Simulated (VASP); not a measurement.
Computed with PBEsol GGA, VASP's PBE PAW potentials (set 64) (plane waves; VASP).

Input for VASP

### POSCAR
```
AgF
1
    3.7532105797     0.0000000000     0.0000000000
   -1.8766052899     3.2503751962     0.0000000000
    0.0000000000     0.0000000000     6.1432944404
Ag F
2 2
Direct
  0.3333330000   0.6666670000   0.0005740818
  0.6666670000   0.3333330000   0.5005740818
  0.3333330000   0.6666670000   0.3744259182
  0.6666670000   0.3333330000   0.8744259182
```

File KPOINTS:
```
Automatic mesh
0
Gamma
11 11 6
0 0 0
```

INCAR:
```
SYSTEM = AgF
PREC = Accurate
ENCUT = 520
EDIFF = 1E-7
NELM = 100
ALGO = Normal
LREAL = .FALSE.
LASPH = .TRUE.
ISMEAR = -5
GGA = PS
LMAXMIX = 4
LWAVE = .FALSE.
LCHARG = .TRUE.
LORBIT = 11
NEDOS = 601
ISIF = 2
LEFG = .TRUE.
```

POTCAR, in this order: Ag F (PBE.64 set). Program: vasp_std.

What VASP printed:

### OUTCAR
```
 ion  position               nearest neighbor table
   1  0.333  0.667  0.001-   3 2.30   4 2.30   4 2.30   4 2.30
   2  0.667  0.333  0.501-   4 2.30   3 2.30   3 2.30   3 2.30
   3  0.333  0.667  0.374-   1 2.30   2 2.30   2 2.30   2 2.30
   4  0.667  0.333  0.874-   2 2.30   1 2.30   1 2.30   1 2.30
  LATTYP: Found a hexagonal cell.
 ALAT       =     3.7532105797
 C/A-ratio  =     1.6368104880
 Subroutine PRICEL returns:
 Original cell was already a primitive cell.
 Subroutine GETGRP returns: Found 12 space group operations
The static configuration has the point symmetry C_3v.
 The point group associated with its full space group is C_6v.
The dynamic configuration has the point symmetry C_3v.
 Subroutine INISYM returns: Found 12 space group operations
 Subroutine IBZKPT returns following result:
 Found     64 irreducible k-points:

 Following reciprocal coordinates:
            Coordinates               Weight
  0.000000  0.000000  0.000000      1.000000
  0.090909  0.000000  0.000000      6.000000
  0.181818  0.000000  0.000000      6.000000
  0.272727  0.000000  0.000000      6.000000
  0.363636  0.000000  0.000000      6.000000
...
```

OSZICAR:
```
       N       E                     dE             d eps       ncg     rms          rms(c)
DAV:   1     0.261656175696E+03    0.26166E+03   -0.19463E+04  2816   0.156E+03
DAV:   2     0.457344137773E+00   -0.26120E+03   -0.25233E+03  3146   0.354E+02
DAV:   3    -0.148253737617E+02   -0.15283E+02   -0.15194E+02  3194   0.907E+01
DAV:   4    -0.149480236406E+02   -0.12265E+00   -0.12262E+00  3008   0.896E+00
DAV:   5    -0.149490080097E+02   -0.98437E-03   -0.98435E-03  3284   0.780E-01    0.881E+00
DAV:   6    -0.135313354602E+02    0.14177E+01   -0.66551E+00  3724   0.240E+01    0.587E+00
DAV:   7    -0.134771501466E+02    0.54185E-01   -0.48108E-01  2828   0.778E+00    0.395E+00
DAV:   8    -0.134630937880E+02    0.14056E-01   -0.21832E-01  2990   0.419E+00    0.120E+00
DAV:   9    -0.134516419087E+02    0.11452E-01   -0.38570E-02  2972   0.197E+00    0.154E-01
DAV:  10    -0.134521933840E+02   -0.55148E-03   -0.27840E-03  2864   0.461E-01    0.737E-02
DAV:  11    -0.134524323626E+02   -0.23898E-03   -0.26002E-04  3002   0.109E-01    0.477E-02
DAV:  12    -0.134524214971E+02    0.10865E-04   -0.29636E-05  3110   0.585E-02    0.102E-02
DAV:  13    -0.134524253519E+02   -0.38548E-05   -0.93418E-06  2972   0.251E-02    0.504E-03
DAV:  14    -0.134524251226E+02    0.22924E-06   -0.69759E-07  3218   0.101E-02    0.201E-03
DAV:  15    -0.134524251375E+02   -0.14838E-07   -0.16406E-07  1902   0.332E-03
   1 F= -.13452425E+02 E0= -.13452425E+02  d E =0.000000E+00
```

**OUTCAR**
```
------------------------ aborting loop because EDIFF is reached ----------------------------------------
  FORCE on cell =-STRESS in cart. coord.  units (eV):
  Direction    XX          YY          ZZ          XY          YZ          ZX
  --------------------------------------------------------------------------------------
  Total        0.0723549      0.0723548      0.0347788     -0.0000000      0.0000000      0.0000000
  in kB        1.5468227      1.5468223      0.7435109     -0.0000000      0.0000000      0.0000000
  external PRESSURE =       1.2790520 kB  Pullay stress =       0.0000000 kB
  volume of cell :       74.94
      direct lattice vectors                 reciprocal lattice vectors
     3.753210580  0.000000000  0.000000000     0.266438554  0.153828395  0.000000000
    -1.876605290  3.250375196  0.000000000     0.000000000  0.307656790  0.000000000
     0.000000000  0.000000000  6.143294440     0.000000000  0.000000000  0.162779110
 POSITION                                       TOTAL-FORCE (eV/Angst)
 -----------------------------------------------------------------------------------
     -0.00000      2.16692      0.00353         0.000000      0.000000      0.003775
      1.87661      1.08346      3.07517        -0.000000     -0.000000      0.003775
     -0.00000      2.16692      2.30021         0.000000     -0.000000     -0.003775
      1.87661      1.08346      5.37186        -0.000000     -0.000000     -0.003775
 -----------------------------------------------------------------------------------
    total drift:                               -0.003197      0.001846      0.002416
  FREE ENERGIE OF THE ION-ELECTRON SYSTEM (eV)
  ---------------------------------------------------
  free  energy   TOTEN  =       -13.4524251375 eV

  energy  without entropy=      -13.4524251375  energy(sigma->0) =      -13.45242514

 total charge

# of ion       s       p       d       tot
------------------------------------------
    1        0.162   0.141   9.395   9.698
    2        0.162   0.141   9.395   9.698
    3        1.736   4.281   0.000   6.016
    4        1.736   4.281   0.000   6.016
--------------------------------------------------
tot          3.795   8.842  18.790  31.428
```
(Selected blocks of OUTCAR.)

For a metal the tetrahedron method with Blöchl corrections gives inexact stress and forces.

The structure was generated: AgF was put into the wurtzite type (P6_3mc), which need not be its known phase. It was relaxed first, which changed the volume by +48 %.
